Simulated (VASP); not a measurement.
# Ta(110) over its thickness, part 7 of 7

How many layers does a slab of Ta(110) need before surface energy, work function and relaxation settle?

VASP 6.6.1; PBE; plane waves and PAW (Ta).

So far. Step 19 (The vacuum level, layers 11): The vacuum level lies 4.74 eV above the Fermi level at the upper face; both faces agree, as the slab has next to no dipole. Step 20 (Surface relaxation, layers 12): The run ended after 11 ionic steps, 0.064 eV below its first step, once the forces on the free atoms met EDIFFG = -0.01.

**21. The vacuum level, layers 12**

The input, INCAR:

```
SYSTEM = Ta
PREC = Normal
ENCUT = 320
EDIFF = 1E-06
NELM = 120
ISMEAR = 1
SIGMA = 0.15
LREAL = .FALSE.
ALGO = Fast
GGA = PE
NBANDS = 42
LASPH = .TRUE.
LORBIT = 11
LWAVE = .FALSE.
LCHARG = .FALSE.
KPAR = 4
IDIPOL = 3
LDIPOL = .TRUE.
DIPOL = 0.5 0.5 0.5
LVHAR = .TRUE.
LVACPOTAV = .TRUE.
```

The input, POSCAR:

```
Ta
1.0
    3.3100000000      0.0000000000      0.0000000000
    1.6550000000      2.3405234457      0.0000000000
    0.0000000000      0.0000000000     40.7457579030
Ta
12
Direct
    0.5000000000      0.0000000000      0.1861432987
    0.0000000000      0.0000000000      0.2408016956
    0.5000000000      0.0000000000      0.2983453093
    0.0000000000      0.0000000000      0.3558373980
    0.5000000000      0.0000000000      0.4135162478
    0.0000000000      0.0000000000      0.4711812338
    0.5000000000      0.0000000000      0.5288187662
    0.0000000000      0.0000000000      0.5864837522
    0.5000000000      0.0000000000      0.6441626020
    0.0000000000      0.0000000000      0.7016546907
    0.5000000000      0.0000000000      0.7591983044
    0.0000000000      0.0000000000      0.8138567013
```

The input, KPOINTS:

```
Automatic mesh
0
Gamma
14 14 1
0 0 0
```

Potentials, in the order of the species: Ta (PBE family, release 64).

Run with:

```sh
> mpirun -np 4 vasp_std
```

Log:

```text
[... set-up lines as in an earlier step ...]
 entering main loop
       N       E                     dE             d eps       ncg     rms          rms(c)
DAV:   1     0.111402406358E+03    0.11140E+03   -0.17693E+04  4844   0.792E+02
DAV:   2    -0.125547915556E+03   -0.23695E+03   -0.22130E+03  6174   0.168E+02
DAV:   3    -0.147762592186E+03   -0.22215E+02   -0.20759E+02  7204   0.468E+01
DAV:   4    -0.148951984941E+03   -0.11894E+01   -0.11495E+01  7504   0.105E+01
[...]
RMM:  34    -0.140068263360E+03   -0.19432E-05   -0.26022E-07  2980   0.164E-03    0.218E-03
RMM:  35    -0.140068267900E+03   -0.45402E-05   -0.33297E-07  2967   0.149E-03    0.101E-03
RMM:  36    -0.140068268473E+03   -0.57283E-06   -0.74958E-08  1765   0.102E-03
 [... a notice as in an earlier step ...]

   1 F= -.14006827E+03 E0= -.14007045E+03  d E =0.654149E-02
```

Elapsed: 2.2 min, on 4 MPI ranks of Intel Xeon 6975P-C (Granite Rapids), shared host; peak memory 1.5 GiB.

Parts of OUTCAR (step 21):

```text
  Total       -3.6540223     -3.9866833     -1.1561656      0.0000000      0.0000000      0.0000000
  in kB      -18.5463473    -20.2348007     -5.8682313      0.0000000      0.0000000      0.0000000
  external PRESSURE =     -14.8831264 kB  Pullay stress =       0.0000000 kB

 POSITION                                       TOTAL-FORCE (eV/Angst)
 -----------------------------------------------------------------------------------
      1.65500      0.00000      7.58455        -0.000000      0.000000      0.008862
      0.00000      0.00000      9.81165        -0.000000      0.000000      0.006900
      1.65500      0.00000     12.15631        -0.000000      0.000000      0.005032
      0.00000      0.00000     14.49886         0.000000      0.000000      0.010070
      1.65500      0.00000     16.84903        -0.000000      0.000000      0.000586
      0.00000      0.00000     19.19864        -0.000000      0.000000     -0.006128
      1.65500      0.00000     21.54712         0.000000      0.000000      0.006128
      0.00000      0.00000     23.89672        -0.000000      0.000000     -0.000586
      1.65500      0.00000     26.24689         0.000000      0.000000     -0.010070
      0.00000      0.00000     28.58945        -0.000000      0.000000     -0.005032
      1.65500      0.00000     30.93411        -0.000000      0.000000     -0.006900
      0.00000      0.00000     33.16121        -0.000000      0.000000     -0.008862
 -----------------------------------------------------------------------------------
    total drift:                               -0.000000     -0.000000      0.000000

  FREE ENERGIE OF THE ION-ELECTRON SYSTEM (eV)
  ---------------------------------------------------
  free  energy   TOTEN  =      -140.0682684733 eV

  energy  without entropy=     -140.0748099620  energy(sigma->0) =     -140.07044897

[... 2 parts as in an earlier step ...]

[... 1 further part left out ...]
[key lines of the parts left out:]
E-fermi :   2.5610
```

The planar average of the electrostatic potential oscillates, so the rows of the table below give means over windows of 2.38 Å about each position, cut where the curve ends. Its maxima inside the range that stand out by 2 % of the span (Å: eV): 8.7: -2.26, 11.0: -1.27, 13.4: -1.29, 15.6: -1.29, 18.0: -1.24, 20.4: -1.22, 22.8: -1.24, 25.1: -1.29, 27.4: -1.29, 29.8: -1.27, 32.0: -2.26. Its minima: 7.6: -9.91, 9.8: -9.78, 12.1: -9.66, 14.5: -9.71, 16.9: -9.71, 19.2: -9.69, 21.5: -9.69, 23.9: -9.71, 26.3: -9.71, 28.6: -9.66, 30.9: -9.78, 33.2: -9.91.

Zero at the Fermi level. Table of planar average of the electrostatic potential by height; means over each step:

height (Å), planar average of the electrostatic potential (eV) and a bar from the least value:
```
     1.19       4.74 ##############################
     3.57       4.73 ##############################
     5.95       1.30 #####################
     8.33      -6.35 
    10.71      -5.76 ##
    13.09      -5.73 ##
    15.47      -5.71 ##
    17.85      -5.71 ##
    20.23      -5.72 ##
    22.61      -5.71 ##
    24.99      -5.72 ##
    27.37      -5.75 ##
    29.75      -5.76 ##
    32.13      -6.41 
    34.51      -0.31 ################
    36.89       4.71 ##############################
    39.27       4.74 ##############################
```

The vacuum level lies 4.74 eV above the Fermi level at the upper face; both faces agree, as the slab has next to no dipole.

The program found no field-free point at its default tolerance, but its printed level agrees with the flat part of the planar average.

**22. Surface relaxation, layers 14**

System of this step: Ta(110). The cell holds 14 atoms: 14 Ta. Cell: a = 3.310 Å, b = 2.867 Å, c = 45.427 Å, α = 90.0°, β = 90.0°, γ = 54.7°. It derives from Ta. 14 layers of bcc Ta, cut at this functional's lattice. Vacuum lies along c.

The input, INCAR:

```
SYSTEM = Ta
PREC = Normal
ENCUT = 320
EDIFF = 1E-06
NELM = 120
ISMEAR = 1
SIGMA = 0.15
LREAL = Auto
ALGO = Fast
GGA = PE
NBANDS = 49
LASPH = .TRUE.
LORBIT = 11
LWAVE = .FALSE.
LCHARG = .FALSE.
KPAR = 4
IBRION = 2
NSW = 50
ISIF = 2
EDIFFG = -0.01
POTIM = 0.4
MAXMIX = 40
```

The input, POSCAR:

```
Ta
1.0
    3.3100000000      0.0000000000      0.0000000000
    1.6550000000      2.3405234457      0.0000000000
    0.0000000000      0.0000000000     45.4268047945
Ta
14
Direct
    0.5000000000      0.0000000000      0.1651007600
    0.0000000000      0.0000000000      0.2166237200
    0.5000000000      0.0000000000      0.2681466800
    0.0000000000      0.0000000000      0.3196696400
    0.5000000000      0.0000000000      0.3711926000
    0.0000000000      0.0000000000      0.4227155600
    0.5000000000      0.0000000000      0.4742385200
    0.0000000000      0.0000000000      0.5257614800
    0.5000000000      0.0000000000      0.5772844400
    0.0000000000      0.0000000000      0.6288074000
    0.5000000000      0.0000000000      0.6803303600
    0.0000000000      0.0000000000      0.7318533200
    0.5000000000      0.0000000000      0.7833762800
    0.0000000000      0.0000000000      0.8348992400
```

KPOINTS is that of step 21.

Run with:

```sh
> mpirun -np 4 vasp_std
```

Log:

```text
[banner, memory and clock lines left out]
running    4 mpi-ranks, on    1 nodes
[...]
LDA part: xc-table for (Slater+PW92), standard interpolation
 POSCAR, INCAR and KPOINTS ok, starting setup
[...]
entering main loop
       N       E                     dE             d eps       ncg     rms          rms(c)
DAV:   1     0.121198413459E+03    0.12120E+03   -0.20667E+04  5658   0.795E+02
DAV:   2    -0.147556891304E+03   -0.26876E+03   -0.25076E+03  7204   0.167E+02
DAV:   3    -0.172733301050E+03   -0.25176E+02   -0.23582E+02  8539   0.459E+01
DAV:   4    -0.173981428777E+03   -0.12481E+01   -0.12150E+01  8722   0.101E+01
[...]
RMM:  83    -0.163723763903E+03   -0.11133E-05   -0.70130E-07  3454   0.239E-03    0.606E-02
RMM:  84    -0.163723762861E+03    0.10424E-05   -0.44822E-07  3397   0.182E-03    0.607E-02
RMM:  85    -0.163723763228E+03   -0.36694E-06   -0.17991E-07  2823   0.131E-03
   1 F= -.16372376E+03 E0= -.16372814E+03  d E =-.163724E+03
[... from here on, the cycles between the ionic steps are left out ...]
   2 F= -.16375667E+03 E0= -.16376107E+03  d E =-.329091E-01
   3 F= -.16378143E+03 E0= -.16378592E+03  d E =-.576717E-01
   4 F= -.16378148E+03 E0= -.16378594E+03  d E =-.577153E-01
   5 F= -.16378460E+03 E0= -.16378905E+03  d E =-.311805E-02
   6 F= -.16378709E+03 E0= -.16379156E+03  d E =-.561380E-02
   7 F= -.16378721E+03 E0= -.16379169E+03  d E =-.573639E-02
   8 F= -.16378808E+03 E0= -.16379256E+03  d E =-.861155E-03
   9 F= -.16378831E+03 E0= -.16379282E+03  d E =-.109949E-02
  10 F= -.16378858E+03 E0= -.16379308E+03  d E =-.136655E-02
  11 F= -.16378887E+03 E0= -.16379331E+03  d E =-.290911E-03
  12 F= -.16378896E+03 E0= -.16379334E+03  d E =-.383223E-03
  13 F= -.16378903E+03 E0= -.16379340E+03  d E =-.646238E-04
 trial-energy change:   -0.000065  1 .order   -0.000061   -0.000115   -0.000007
 step:   3.1706(harm=  3.1706)  dis= 0.00227  next Energy=  -163.789026 (dE=-0.610E-04)
 reached required accuracy - stopping structural energy minimisation
```

Run time: 13 min. Hardware: 4 MPI ranks; peak memory 1.7 GiB; 54 min of CPU time.

OUTCAR, selected parts (step 22):

```text
  Total       -3.5131851     -4.3029772     -1.1514024      0.0000000      0.0000000      0.0000000
  in kB      -15.9940492    -19.5896398     -5.2418495      0.0000000      0.0000000      0.0000000
  external PRESSURE =     -13.6085128 kB  Pullay stress =       0.0000000 kB

 POSITION                                       TOTAL-FORCE (eV/Angst)
 -----------------------------------------------------------------------------------
      1.65500      0.00000      7.58851        -0.000000      0.000000      0.005366
      0.00000      0.00000      9.81331        -0.000000      0.000000      0.003812
      1.65500      0.00000     12.15807         0.000000      0.000000      0.002384
      3.31000      0.00000     14.50010         0.000000      0.000000      0.001548
      1.65500      0.00000     16.84733        -0.000000      0.000000      0.004975
      3.31000      0.00000     19.19356        -0.000000      0.000000      0.003759
      1.65500      0.00000     21.54025        -0.000000      0.000000      0.002765
      3.31000      0.00000     23.88655         0.000000      0.000000     -0.002765
      1.65500      0.00000     26.23325        -0.000000      0.000000     -0.003759
      0.00000      0.00000     28.57947        -0.000000      0.000000     -0.004975
      1.65500      0.00000     30.92670        -0.000000      0.000000     -0.001548
      0.00000      0.00000     33.26873         0.000000      0.000000     -0.002384
      1.65500      0.00000     35.61350        -0.000000      0.000000     -0.003812
      0.00000      0.00000     37.83830        -0.000000      0.000000     -0.005366
 -----------------------------------------------------------------------------------
    total drift:                                0.000000     -0.000000     -0.000000

  FREE ENERGIE OF THE ION-ELECTRON SYSTEM (eV)
  ---------------------------------------------------
  free  energy   TOTEN  =      -163.7890293085 eV

  energy  without entropy=     -163.8021439849  energy(sigma->0) =     -163.79340087

[... 1 part as in an earlier step ...]

[... 3 further parts left out ...]
[key lines of the parts left out:]
E-fermi :   2.8851
```

The run ended after 13 ionic steps, 0.065 eV below its first step, once the forces on the free atoms met EDIFFG = -0.01.

**23. The vacuum level, layers 14**

Edit INCAR of step 22 so:

```diff
@@ -16,7 +16,6 @@
 KPAR = 4
-IBRION = 2
-NSW = 50
-ISIF = 2
-EDIFFG = -0.01
-POTIM = 0.4
-MAXMIX = 40
+IDIPOL = 3
+LDIPOL = .TRUE.
+DIPOL = 0.5 0.5 0.5
+LVHAR = .TRUE.
+LVACPOTAV = .TRUE.
```

The input, POSCAR:

```
Ta
1.0
    3.3100000000      0.0000000000      0.0000000000
    1.6550000000      2.3405234457      0.0000000000
    0.0000000000      0.0000000000     45.4268047945
Ta
14
Direct
    0.5000000000      0.0000000000      0.1670490700
    0.0000000000      0.0000000000      0.2160245674
    0.5000000000      0.0000000000      0.2676409815
    0.0000000000      0.0000000000      0.3191970869
    0.5000000000      0.0000000000      0.3708676603
    0.0000000000      0.0000000000      0.4225161379
    0.5000000000      0.0000000000      0.4741749307
    0.0000000000      0.0000000000      0.5258250693
    0.5000000000      0.0000000000      0.5774838621
    0.0000000000      0.0000000000      0.6291323397
    0.5000000000      0.0000000000      0.6808029131
    0.0000000000      0.0000000000      0.7323590185
    0.5000000000      0.0000000000      0.7839754326
    0.0000000000      0.0000000000      0.8329509300
```

KPOINTS is that of step 22.

Run with:

```sh
> mpirun -np 4 vasp_std
```

Log:

```text
[... set-up lines as in an earlier step ...]
 entering main loop
       N       E                     dE             d eps       ncg     rms          rms(c)
DAV:   1     0.123180463488E+03    0.12318E+03   -0.20694E+04  5666   0.795E+02
DAV:   2    -0.146911638725E+03   -0.27009E+03   -0.25223E+03  7172   0.168E+02
DAV:   3    -0.172431694757E+03   -0.25520E+02   -0.23852E+02  8522   0.462E+01
DAV:   4    -0.173715123370E+03   -0.12834E+01   -0.12491E+01  8770   0.102E+01
[...]
RMM:  39    -0.163789029865E+03   -0.43410E-05   -0.50096E-07  3710   0.169E-03    0.193E-03
RMM:  40    -0.163789031932E+03   -0.20671E-05   -0.22807E-07  3030   0.132E-03    0.192E-03
RMM:  41    -0.163789032523E+03   -0.59070E-06   -0.85801E-08  1977   0.952E-04
 [... a notice as in an earlier step ...]

   1 F= -.16378903E+03 E0= -.16379341E+03  d E =0.131186E-01
```

The job ended after 4 min (4 MPI ranks; peak memory 1.6 GiB).

Parts of OUTCAR (step 23):

```text
  Total       -3.5158047     -4.3037720     -1.1655218      0.0000000      0.0000000      0.0000000
  in kB      -16.0059753    -19.5932582     -5.3061290      0.0000000      0.0000000      0.0000000
  external PRESSURE =     -13.6351208 kB  Pullay stress =       0.0000000 kB

 POSITION                                       TOTAL-FORCE (eV/Angst)
 -----------------------------------------------------------------------------------
      1.65500      0.00000      7.58851         0.000000      0.000000      0.004430
      0.00000      0.00000      9.81331         0.000000      0.000000      0.003596
      1.65500      0.00000     12.15807        -0.000000      0.000000      0.003682
      0.00000      0.00000     14.50010         0.000000      0.000000      0.001200
      1.65500      0.00000     16.84733         0.000000      0.000000      0.004860
      0.00000      0.00000     19.19356        -0.000000      0.000000      0.004037
      1.65500      0.00000     21.54025        -0.000000      0.000000      0.002021
      0.00000      0.00000     23.88655         0.000000      0.000000     -0.002021
      1.65500      0.00000     26.23325         0.000000      0.000000     -0.004037
      0.00000      0.00000     28.57947         0.000000      0.000000     -0.004860
      1.65500      0.00000     30.92670         0.000000      0.000000     -0.001200
      0.00000      0.00000     33.26873         0.000000      0.000000     -0.003682
      1.65500      0.00000     35.61350         0.000000      0.000000     -0.003596
      0.00000      0.00000     37.83830         0.000000      0.000000     -0.004430
 -----------------------------------------------------------------------------------
    total drift:                                0.000000      0.000000      0.000000

  FREE ENERGIE OF THE ION-ELECTRON SYSTEM (eV)
  ---------------------------------------------------
  free  energy   TOTEN  =      -163.7890325225 eV

  energy  without entropy=     -163.8021510760  energy(sigma->0) =     -163.79340537

[... 2 parts as in an earlier step ...]

[... 1 further part left out ...]
[key lines of the parts left out:]
E-fermi :   2.8854
```

The planar average of the electrostatic potential oscillates, so the rows of the table below give means over windows of 2.33 Å about each position, cut where the curve ends. Its maxima inside the range that stand out by 2 % of the span (Å: eV): 8.7: -2.30, 11.0: -1.29, 13.3: -1.32, 15.7: -1.25, 18.1: -1.28, 20.3: -1.27, 22.7: -1.24, 25.1: -1.27, 27.4: -1.28, 29.8: -1.25, 32.1: -1.32, 34.4: -1.29, 36.7: -2.30. Its minima: 7.6: -9.90, 9.8: -9.77, 12.2: -9.69, 14.5: -9.70, 16.8: -9.70, 19.2: -9.71, 21.6: -9.69, 23.8: -9.69, 26.2: -9.71, 28.6: -9.70, 30.9: -9.70, 33.3: -9.69, 35.7: -9.77, 37.8: -9.90.

Zero at the Fermi level. Table of planar average of the electrostatic potential by height; means over each step:

| height (Å) | planar average of the electrostatic potential (eV) |
| --- | --- |
| 1.17 | 4.74 |
| 3.50 | 4.72 |
| 5.83 | 2.00 |
| 8.16 | -6.27 |
| 10.48 | -5.72 |
| 12.82 | -5.67 |
| 15.14 | -5.68 |
| 17.48 | -5.67 |
| 19.80 | -5.67 |
| 22.13 | -5.67 |
| 24.46 | -5.67 |
| 26.80 | -5.68 |
| 29.12 | -5.68 |
| 31.45 | -5.69 |
| 33.79 | -5.68 |
| 36.12 | -6.14 |
| 38.45 | -4.42 |
| 40.77 | 4.52 |
| 43.10 | 4.74 |

The vacuum level lies 4.74 eV above the Fermi level at the upper face; both faces agree, as the slab has next to no dipole.

The program found no field-free point at its default tolerance, but its printed level agrees with the flat part of the planar average.

**24. All thicknesses together**

This step: a metal face over its thickness, PBE; plane waves and PAW (VASP 6.6.1).

This step runs nothing: it gathers the runs above.

Numbers from this step:

| Quantity | Value |
| --- | --- |
| slope energy per layer | -11.86 eV |
| surface energy from the fit | 2.364 J/m² |

Symmetric slabs, all atoms free; energies from the ends of the relaxations. Thickness series, by row:

| layers | slab energy plus 11.4 eV a layer (eV) | surface energy from the bulk run (J/m²) | work function (eV) | change of the top spacing (%) |
| --- | --- | --- | --- | --- |
| 4 | 0.4248 | 2.347 | 4.76 | -5.524 |
| 5 | -0.0225 | 2.361 | 4.739 | -5.059 |
| 6 | -0.4901 | 2.355 | 4.721 | -5.097 |
| 7 | -0.9559 | 2.35 | 4.727 | -4.986 |
| 8 | -1.416 | 2.351 | 4.725 | -4.925 |
| 9 | -1.885 | 2.343 | 4.732 | -4.933 |
| 10 | -2.352 | 2.337 | 4.739 | -5.081 |
| 11 | -2.807 | 2.344 | 4.743 | -5.043 |
| 12 | -3.271 | 2.341 | 4.743 | -4.846 |
| 14 | -4.193 | 2.341 | 4.737 | -4.944 |

The third column takes -11.8612 eV an atom from the bulk run, over twice the area of 7.747 Å². The fit needs no bulk run: the intercept of energy against layers is twice the area times the surface energy.

**25. Outcome**

| Quantity | Value |
| --- | --- |
| surface energy from the fit | 2.36 J/m² |
| slope energy per layer | -11.9 eV |

**Reading.** A straight line through the slab energies from 7 to 12 layers gives a surface energy of 2.36 J/m² for Ta(110); with one or two rows fewer at either end it runs from 2.34 to 2.39. Its slope differs from the bulk run's energy by -2.0 meV a layer, and the value counted from the bulk run goes from 2.35 J/m² at 4 layers to 2.34 at 12. Over the series the work function lies between 4.72 and 4.76 eV, and the top spacing changes by -5.5 to -4.8 %. Slabs of more than 12 layers ran with LREAL = Auto and the others without, so they are kept out of the line. The top spacing is counted from the bulk run's spacing, and the inner spacings of a slab can differ from that too. Swings with thickness mix quantum size effects with the sampling of the mesh and the force threshold.

[Lines on the potential files, build, host, timing and source positions are cut from VASP's logs without a mark.]

[Logs are printed without paths, hosts, clocks, repeated set-up lines and the standing remarks that a program may print on its own settings, such as how far it seeks lower states.]

[Hosts, paths, dates, database ids (printed as entryN), source tags and the programs' standing remarks are cut or masked in the printed files.]

[Runs that stopped without an error message from VASP are left out.]
